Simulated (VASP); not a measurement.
Consider the following.

```xyz
2
Lattice="0.0000 3.3625 3.3625 3.3625 0.0000 3.3625 3.3625 3.3625 0.0000" Properties=species:S:1:pos:R:3 pbc="T T T"
Sr     0.0000     0.0000     0.0000
Te     3.3625     3.3625     3.3625
```

These are PBE GGA, VASP's PBE PAW potentials (set 64) (plane waves; VASP) values and carry that method's errors. Numerical set-up: 520 eV cut-off, Gaussian smearing of 0.050 eV, potentials Sr_sv Te.

Unless said otherwise, spin-orbit coupling is left out, though it shifts the bands of the heavy elements here.

**Question.** Give the energies of bands 6 to 11 at the high-symmetry points, in eV from the valence-band maximum.

**Answer.** 
```csv
band,Γ,X,U,L,W
6,0.00,-1.93,-1.73,-2.74,-1.53
7,0.00,-0.72,-1.69,-1.05,-1.53
8,0.00,-0.72,-0.92,-1.05,-1.46
9,2.73,1.77,2.82,3.84,3.92
10,3.29,3.81,4.84,5.11,3.92
11,3.29,4.78,5.46,5.29,4.40
```

The gap is indirect, 1.77 eV, from the valence maximum at Γ to the conduction minimum at X.

The compound is SrTe in the rock salt structure. It was relaxed first.
